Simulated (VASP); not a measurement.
# SiO₂ (rutile): computed properties

Method: PBEsol GGA, VASP's PBE PAW potentials (set 64) (plane waves; VASP).

For SiO2, the space group is P4_2/mnm (136) and the cell is a = b = 4.1938 Å, c = 2.6842 Å, α = β = γ = 90.00°. The volume per atom comes out as 7.87 Å³/atom. The band gap (over mesh and band path) is 5.32 eV and the smallest direct gap (over mesh and band path) is 5.32 eV. The band-edge character is direct, Γ to Γ. The density is 4.23 g/cm³. The mean ε∞ (DFPT) is 3.47 and the mean ε∞ (independent particles) comes out as 3.54. The mean static ε is 10.60 and the optical Γ-point spectrum is 218, 377, 453 (×2), 567 (×2), 574 (×2), 578, 648, 739, 746, 809 (×2), 925 cm⁻¹.

```cif
data_O4Si2
_chemical_formula_sum 'Si2 O4'
_space_group_name_H-M_alt 'P42/mnm'
_space_group_IT_number 136
_space_group_name_Hall '-P 4n 2n'
_cell_length_a 4.19380
_cell_length_b 4.19380
_cell_length_c 2.68425
_cell_angle_alpha 90.000
_cell_angle_beta 90.000
_cell_angle_gamma 90.000
loop_
_atom_site_label
_atom_site_type_symbol
_atom_site_symmetry_multiplicity
_atom_site_Wyckoff_symbol
_atom_site_fract_x
_atom_site_fract_y
_atom_site_fract_z
_atom_site_occupancy
Si1 Si 2 a 0.00000 0.00000 0.00000 1
O1 O 4 f 0.30595 0.30595 0.00000 1
```

Measured: a 4.179 Å (computed value off by +0.4 %), c 2.665 Å (computed value off by +0.7 %), as given by Zenji Hiroi, Progress in Solid State Chemistry (2015), arXiv:1503.02262. The calculation is for a static lattice, while the measured a, c hold thermal and zero-point effects, which are part of the difference.

The compound is SiO2 in the rutile structure, stishovite, a high-pressure form. It was relaxed first. Symmetry was kept, so distortions that lower it aren't found.
